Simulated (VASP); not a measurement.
Runs of VASP 6.6.1 on FeSi. Symmetry: P2_13, No. 198, cubic system. The conventional cell has a = 4.407 Å, b = 4.407 Å, c = 4.407 Å, α = 90.00°, β = 90.00°, γ = 90.00°. Fe (site symmetry 3) has 7 Si at 2.26 to 2.47 Å as nearest neighbours. Around Si (site symmetry 3) lie 7 Fe at 2.26 to 2.47 Å. 

```csv
task,level,potentials or basis,cell,cutoff (eV),gap on the mesh (eV),pressure (GPa),largest force (eV/Å)
relaxation of cell and atoms,PBEsol,"VASP PAW PBE potentials, release 64 (Fe, Si)",relaxed,600,0.14,0.0,-
band structure,LDA,"VASP PAW LDA potentials, release 64 (Fe, Si)","P2_13, 10.69 Å³/atom",520,(c),-5.6,0.09
band structure,r2SCAN,"VASP PAW PBE potentials, release 64 (Fe, Si)","P2_13, 10.69 Å³/atom",520,0.32,-0.3,(b)
band structure,PBE,"VASP PAW PBE potentials, release 64 (Fe, Si)","P2_13, 10.69 Å³/atom",520,0.16,(a),0.04
optical spectrum,PBE,"VASP PAW PBE potentials, release 64 (Fe, Si)","P2_13, 10.69 Å³/atom",520,0.16,6.8,0.04
```

Alike in all rows: no spin polarisation; k mesh 8 × 8 × 8; smearing gaussian 0.03 eV.

Problem. Estimate the missing entries.

Solution. (a) 6.9; (b) 0.03; (c) 0.12.

Caveats: the PAW data sets were made with another functional, which shifts forces and pressure a little (some runs); independent-particle spectra lack excitons (some runs).

A k mesh can miss the band edges.
